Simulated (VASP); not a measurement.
A convergence study with VASP on MgF₂ (rutile): a few settings are varied, all else stays as given below, so the limit is that of these other settings.

```
MgF2
1.0
    4.62000     0.00000     0.00000
    0.00000     4.62000     0.00000
    0.00000     0.00000     3.05000
Mg F
2 4
Cartesian
  0.00000   0.00000   0.00000
  2.31000   2.31000   1.52500
  1.39986   1.39986   0.00000
  3.70986   0.91014   1.52500
  0.91014   3.70986   1.52500
  3.22014   3.22014   0.00000
```

Computed with PBE GGA, VASP's PBE PAW potentials (set 64) (plane waves; VASP). The last row used: 700 eV cut-off, 10×10×14 Γ-centred mesh, second-order Methfessel-Paxton smearing of 0.40 eV, potentials Mg F.

```tsv
setting	E (eV/atom)	pressure (GPa)	irreducible k-points
ISMEAR = -1, SIGMA = 0.01, 3×3×4 mesh	-5.2548	3.75	9
ISMEAR = -1, SIGMA = 0.1, 3×3×4 mesh	-5.2548	3.75	9
ISMEAR = 0, SIGMA = 0.01, 3×3×4 mesh	-5.2548	3.75	9
ISMEAR = 0, SIGMA = 0.2, 3×3×4 mesh	-5.2548	3.75	9
ISMEAR = 1, SIGMA = 0.05, 3×3×4 mesh	-5.2548	3.75	9
ISMEAR = 1, SIGMA = 0.2, 3×3×4 mesh	-5.2549	3.74	9
ISMEAR = 2, SIGMA = 0.05, 3×3×4 mesh	-5.2548	3.75	9
ISMEAR = 2, SIGMA = 0.2, 3×3×4 mesh	-5.2548	3.75	9
ISMEAR = -1, SIGMA = 0.01, 6×6×8 mesh	-5.2549	3.75	50
ISMEAR = -1, SIGMA = 0.2, 6×6×8 mesh	-5.2549	3.75	50
ISMEAR = 0, SIGMA = 0.01, 6×6×8 mesh	-5.2549	3.75	50
ISMEAR = 0, SIGMA = 0.4, 6×6×8 mesh	-5.2549	3.75	50
ISMEAR = 1, SIGMA = 0.05, 6×6×8 mesh	-5.2549	3.75	50
ISMEAR = 1, SIGMA = 0.4, 6×6×8 mesh	-5.2547	3.59	50
ISMEAR = 2, SIGMA = 0.05, 6×6×8 mesh	-5.2549	3.75	50
ISMEAR = 2, SIGMA = 0.4, 6×6×8 mesh	-5.2557	___	50
ISMEAR = -1, SIGMA = 0.05, 10×10×14 mesh	-5.2549	3.74	168
ISMEAR = -1, SIGMA = 0.2, 10×10×14 mesh	-5.2549	3.74	168
ISMEAR = 0, SIGMA = 0.1, 10×10×14 mesh	-5.2549	3.74	168
ISMEAR = 0, SIGMA = 0.4, 10×10×14 mesh	-5.2549	3.74	168
ISMEAR = 1, SIGMA = 0.1, 10×10×14 mesh	-5.2549	3.74	168
ISMEAR = 1, SIGMA = 0.4, 10×10×14 mesh	-5.2547	3.59	168
ISMEAR = 2, SIGMA = 0.1, 10×10×14 mesh	-5.2549	3.74	168
ISMEAR = 2, SIGMA = 0.4, 10×10×14 mesh	-5.2557	___	168
```

**Question.** Fill in the missing entries.

**Answer.** 
- ISMEAR = 2, SIGMA = 0.4, 10×10×14 mesh, pressure (GPa): 3.61
- ISMEAR = 2, SIGMA = 0.4, 6×6×8 mesh, pressure (GPa): 3.62

Left out are rungs that failed or repeat a setting and relaxations that didn't move; long series are thinned to 24 rows.

The compound is MgF2 in the rutile structure. The cell was not relaxed at this level.
